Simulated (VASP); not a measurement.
```
HfC
1.0
    0.00000     2.36331     2.36331
    2.36331     0.00000     2.36331
    2.36331     2.36331     0.00000
Hf C
1 1
Direct
  0.00000   0.00000   0.00000
  0.50000   0.50000   0.50000
```

These are vdW-DF2, VASP's PBE PAW potentials (set 64) (plane waves; VASP) values and carry that method's errors. Settings: 520 eV cut-off, 12×12×12 Γ-centred mesh, first-order Methfessel-Paxton smearing of 0.10 eV, potentials Hf_pv C.

Unless said otherwise, spin-orbit coupling is left out, though it shifts the bands of the heavy elements here.

Task: Predict the energy per atom (σ→0), band gap (on the k-mesh) with the smallest direct gap where there is one.

Result: 
- band gap (on the k-mesh): none (metal, semimetal or under 0.01 eV)
- energy per atom (σ→0): -7.988 eV/atom

Only differences to runs with the same potentials and settings are physical.

The compound is HfC in the rock salt structure. It was relaxed first, which changed the volume by +6 %. The start is the result of an earlier pass.
